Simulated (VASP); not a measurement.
Here is the system:

```yaml
crystal:
  lattice:
    - [0.00000, 3.29460, 3.29460]
    - [3.29460, 0.00000, 3.29460]
    - [3.29460, 3.29460, 0.00000]
  atoms:
    - { symbol: Te, position: [0.50000, 0.50000, 0.50000] }
    - { symbol: Pb, position: [0.00000, 0.00000, 0.00000] }
```

Method: PBE GGA, VASP's PBE PAW potentials (set 64) (plane waves; VASP). Settings: 400 eV cut-off, 6×6×6 Γ-centred mesh, tetrahedra with Blöchl corrections, potentials Te Pb_d.

Unless said otherwise, spin-orbit coupling is left out, though it shifts the bands of the heavy elements here.

Task: What does the run give for the energy per atom (σ→0), band gap (on the k-mesh) with the smallest direct gap where there is one?

Result: 
The band gap (on the k-mesh) comes out as 0.85 eV and the smallest direct gap (on the k-mesh) comes out as 0.85 eV. The energy per atom (σ→0) is -3.762 eV/atom.

The compound is PbTe in the rock salt structure. The cell was not relaxed at this level. The run is one of a series of settings (ISMEAR = -5, SIGMA removed against the base run), some of them coarse on purpose.
